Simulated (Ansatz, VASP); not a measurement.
# One calculation of RbIn, two programs

INCAR

```
SYSTEM = RbIn
PREC = Accurate
ENCUT = 520
EDIFF = 1E-8
ISMEAR = -1
SIGMA = 0.05
LREAL = .False.
LASPH = .True.
NELM = 80
ALGO = Normal
ISIF = 2
LWAVE = .False.
LCHARG = .False.
GGA = PE
LEFG = .True.
NBANDS = 18
```

KPOINTS

```
regular mesh
0
Gamma
  9 9 9
  0 0 0
```

File POSCAR:

```
RbIn
1.0
    4.4528829808      0.0000000000      0.0000000000
    0.0000000000      4.4528829808      0.0000000000
    0.0000000000      0.0000000000      4.4528829808
Rb In
1 1
Direct
    0.0000000000      0.0000000000      0.0000000000
    0.5000000000      0.5000000000      0.5000000000
```

Input for Ansatz:

```yaml
crystal:
  lattice:
    - [4.4528829808, 0.0, 0.0]
    - [0.0, 4.4528829808, 0.0]
    - [0.0, 0.0, 4.4528829808]
  atoms:
    - { symbol: Rb, position: [0.0, 0.0, 0.0] }
    - { symbol: In, position: [0.5, 0.5, 0.5] }
kpoints:
  mp_grid: { grid: [9, 9, 9] }
scf:
  occupations: { method: fermi_dirac, width: 0.05 }
hamiltonian:
  xc: pbe
  pseudopotentials: { kind: paw }
output:
  forces: true
  stress: true
  eigenvalues: true
  efg: { contact_densities: true }
  populations: true
  bader: true
  dos: { projected: true, de: 0.2, e_range: [-14, 8] }
  write_density: true
  write_potential: true
  elf: true
  volumetric_format: npy
```

Alike in both runs: task electric field gradients; functional PBE; k mesh 9 × 9 × 9; occupations fermi-dirac, width 0.05 eV; no spin polarisation.

|  | VASP | Ansatz |
| --- | --- | --- |
| version | VASP 6.6.1 | Ansatz 0.2.0 |
| potentials or method | VASP PAW PBE potentials, release 64 (Rb_sv, In_d) | PAW with Ansatz's default frozen-core files, scalar-relativistic |
| plane-wave cutoff (eV) | 520 | 420 |
| valence electrons in the cell | 22 | 22 |

```csv
,VASP,Ansatz,Ansatz less VASP
pressure (GPa),0.0,0.0,+0.01
Vzz of the field gradient on the site that differs most (V/Å²),0.0,0.0,0.00
```

Ansatz warned: «gradients_without_spin_orbit».
